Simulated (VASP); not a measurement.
Level of theory: r2SCAN meta-GGA, VASP's PBE PAW potentials (set 64) (plane waves; VASP).

VASP ran on this input.

**INCAR**
```
SYSTEM = CsPbBr3
PREC = Accurate; ENCUT = 520; LREAL = .FALSE.
LASPH = .TRUE.
EDIFF = 1E-6; NELM = 100; ALGO = Normal
LMAXMIX = 4; LMIXTAU = .TRUE.
ISMEAR = 0; SIGMA = 0.05
METAGGA = R2SCAN
IBRION = 2; NSW = 60; ISIF = 3
EDIFFG = -0.02
LWAVE = .FALSE.; LCHARG = .FALSE.
```

File KPOINTS:
```
Automatic mesh
0
Gamma
4 4 4
0 0 0
```

**POSCAR**
```
CsPbBr3
1
    5.8473348042     0.0000000000    -0.0000000000
   -0.0000000000     5.8473348042    -0.0000000000
    0.0000000000     0.0000000000     5.8473348042
Cs Pb Br
1 1 3
Direct
  0.0000000000   0.0000000000   0.0000000000
  0.5000000000   0.5000000000   0.5000000000
  0.5000000000   0.0000000000   0.5000000000
  0.0000000000   0.5000000000   0.5000000000
  0.5000000000   0.5000000000   0.0000000000
```

POTCAR, in this order: Cs_sv Pb_d Br (PBE.64 set). Program: vasp_std.

What VASP printed:

**OSZICAR**
```
       N       E                     dE             d eps       ncg     rms          rms(c)
DAV:   1     0.292046058861E+03    0.29205E+03   -0.19104E+04   520   0.154E+03
DAV:   2    -0.893117500226E+02   -0.38136E+03   -0.37146E+03   636   0.342E+02
DAV:   3    -0.136504716566E+03   -0.47193E+02   -0.46607E+02   622   0.131E+02
DAV:   4    -0.138446637723E+03   -0.19419E+01   -0.19258E+01   664   0.330E+01
DAV:   5    -0.138510963638E+03   -0.64326E-01   -0.64277E-01   678   0.495E+00    0.401E+00
DAV:   6    -0.132439395363E+03    0.60716E+01   -0.29772E+00   672   0.286E+01    0.305E+00
DAV:   7    -0.127003066233E+03    0.54363E+01   -0.15935E+00   580   0.819E+00    0.140E+00
DAV:   8    -0.128012439202E+03   -0.10094E+01   -0.62823E-01   660   0.496E+00    0.645E-01
DAV:   9    -0.128109941136E+03   -0.97502E-01   -0.37808E-01   520   0.462E+00    0.643E-01
DAV:  10    -0.128348543492E+03   -0.23860E+00   -0.20618E-01   576   0.388E+00    0.182E-01
DAV:  11    -0.128419289492E+03   -0.70746E-01   -0.17851E-01   530   0.377E+00    0.306E-01
DAV:  12    -0.128412648235E+03    0.66413E-02   -0.15768E-02   580   0.103E+00    0.196E-01
DAV:  13    -0.128417055390E+03   -0.44072E-02   -0.14014E-02   560   0.106E+00    0.192E-01
DAV:  14    -0.128418827320E+03   -0.17719E-02   -0.67068E-03   580   0.777E-01    0.584E-02
DAV:  15    -0.128420122301E+03   -0.12950E-02   -0.80986E-04   622   0.307E-01    0.400E-02
DAV:  16    -0.128420855717E+03   -0.73342E-03   -0.25518E-04   544   0.167E-01    0.327E-02
DAV:  17    -0.128420937561E+03   -0.81845E-04   -0.26391E-04   532   0.164E-01    0.216E-02
DAV:  18    -0.128421048316E+03   -0.11075E-03   -0.26578E-05   602   0.456E-02    0.869E-03
DAV:  19    -0.128421053122E+03   -0.48058E-05   -0.33999E-06   546   0.205E-02    0.637E-03
DAV:  20    -0.128421074043E+03   -0.20921E-04   -0.98257E-06   550   0.299E-02    0.330E-03
DAV:  21    -0.128421075652E+03   -0.16091E-05   -0.10613E-06   420   0.104E-02    0.340E-03
DAV:  22    -0.128421076046E+03   -0.39431E-06   -0.33824E-07   332   0.678E-03
   1 F= -.12842108E+03 E0= -.12842108E+03  d E =-.128421E+03
       N       E                     dE             d eps       ncg     rms          rms(c)
DAV:   1    -0.128932951393E+03   -0.51188E+00   -0.15958E+01   694   0.454E+01    0.376E+00
DAV:   2    -0.128531159801E+03    0.40179E+00   -0.82146E-01   618   0.988E+00    0.148E+00
DAV:   3    -0.128434336699E+03    0.96823E-01   -0.38450E-01   628   0.624E+00    0.400E-01
DAV:   4    -0.128452053571E+03   -0.17717E-01   -0.43186E-02   552   0.174E+00    0.271E-01
DAV:   5    -0.128440887250E+03    0.11166E-01   -0.20909E-02   520   0.125E+00    0.124E-01
DAV:   6    -0.128454715068E+03   -0.13828E-01   -0.12628E-02   520   0.955E-01    0.549E-02
DAV:   7    -0.128455282945E+03   -0.56788E-03   -0.24560E-03   520   0.448E-01    0.174E-02
DAV:   8    -0.128455897507E+03   -0.61456E-03   -0.70640E-04   520   0.248E-01    0.416E-03
DAV:   9    -0.128455981152E+03   -0.83645E-04   -0.11833E-04   524   0.109E-01    0.408E-03
DAV:  10    -0.128456000005E+03   -0.18853E-04   -0.78980E-06   578   0.257E-02    0.175E-03
DAV:  11    -0.128456017412E+03   -0.17407E-04   -0.10808E-05   566   0.308E-02    0.659E-04
DAV:  12    -0.128456017686E+03   -0.27383E-06   -0.56454E-07   354   0.757E-03
   2 F= -.12845602E+03 E0= -.12845602E+03  d E =-.349416E-01
       N       E                     dE             d eps       ncg     rms          rms(c)
DAV:   1    -0.128470640996E+03   -0.14624E-01   -0.45014E-01   690   0.727E+00    0.647E-01
DAV:   2    -0.128458808394E+03    0.11833E-01   -0.23597E-02   608   0.171E+00    0.252E-01
DAV:   3    -0.128456311663E+03    0.24967E-02   -0.10895E-02   626   0.105E+00    0.694E-02
DAV:   4    -0.128456488322E+03   -0.17666E-03   -0.11861E-03   552   0.292E-01    0.415E-02
DAV:   5    -0.128456504310E+03   -0.15987E-04   -0.50092E-04   520   0.196E-01    0.199E-02
DAV:   6    -0.128456631866E+03   -0.12756E-03   -0.25394E-04   520   0.140E-01    0.919E-03
DAV:   7    -0.128456646167E+03   -0.14301E-04   -0.90282E-05   520   0.849E-02    0.335E-03
DAV:   8    -0.128456673964E+03   -0.27797E-04   -0.19461E-05   520   0.403E-02    0.774E-04
DAV:   9    -0.128456673960E+03    0.35798E-08   -0.20219E-06   436   0.140E-02
   3 F= -.12845667E+03 E0= -.12845667E+03  d E =-.355979E-01
```

OUTCAR:
```
------------------------ aborting loop because EDIFF is reached ----------------------------------------
  FORCE on cell =-STRESS in cart. coord.  units (eV):
  Direction    XX          YY          ZZ          XY          YZ          ZX
  --------------------------------------------------------------------------------------
  Total       -0.0099211     -0.0099211     -0.0099211     -0.0000000      0.0000000     -0.0000000
  in kB       -0.0756506     -0.0756506     -0.0756506     -0.0000000      0.0000000     -0.0000000
  external PRESSURE =      -0.0756506 kB  Pullay stress =       0.0000000 kB
  volume of cell :      210.12
      direct lattice vectors                 reciprocal lattice vectors
     5.945013042  0.000000000  0.000000000     0.168208210  0.000000000  0.000000000
    -0.000000000  5.945013042  0.000000000    -0.000000000  0.168208210  0.000000000
    -0.000000000 -0.000000000  5.945013042    -0.000000000 -0.000000000  0.168208210
 POSITION                                       TOTAL-FORCE (eV/Angst)
 -----------------------------------------------------------------------------------
      0.00000      0.00000      0.00000        -0.000000      0.000000      0.000000
      2.97251      2.97251      2.97251         0.000000     -0.000000      0.000000
      2.97251      0.00000      2.97251        -0.000000      0.000000      0.000000
     -0.00000      2.97251      2.97251         0.000000      0.000000      0.000000
      2.97251      2.97251      0.00000         0.000000      0.000000      0.000000
 -----------------------------------------------------------------------------------
    total drift:                                0.000000     -0.000000     -0.000000
  FREE ENERGIE OF THE ION-ELECTRON SYSTEM (eV)
  ---------------------------------------------------
  free  energy   TOTEN  =      -128.4566739603 eV

  energy  without entropy=     -128.4566739603  energy(sigma->0) =     -128.45667396

 reached required accuracy - stopping structural energy minimisation
```
(Selected blocks of OUTCAR.)

**CONTCAR**
```
CsPbBr3
   1.00000000000000
     5.9450130420869298    0.0000000000000000    0.0000000000000000
    -0.0000000000000000    5.9450130420869298    0.0000000000000000
    -0.0000000000000000   -0.0000000000000000    5.9450130420869298
  Cs              Pb              Br
     1     1     3
Direct
     0.0000000000000000    0.0000000000000000    0.0000000000000000
     0.5000000000000000    0.5000000000000000    0.5000000000000000
     0.5000000000000000    0.0000000000000000    0.5000000000000000
     0.0000000000000000    0.5000000000000000    0.5000000000000000
     0.5000000000000000    0.5000000000000000    0.0000000000000000
```

Energy and stress use the plane-wave basis of the starting cell.

The compound is CsPbBr3 in the cubic perovskite structure, the ideal cubic form; the compound distorts at low or room temperature. This run relaxes it. Symmetry was kept, so distortions that lower it aren't found. The start is the result of an earlier pass.
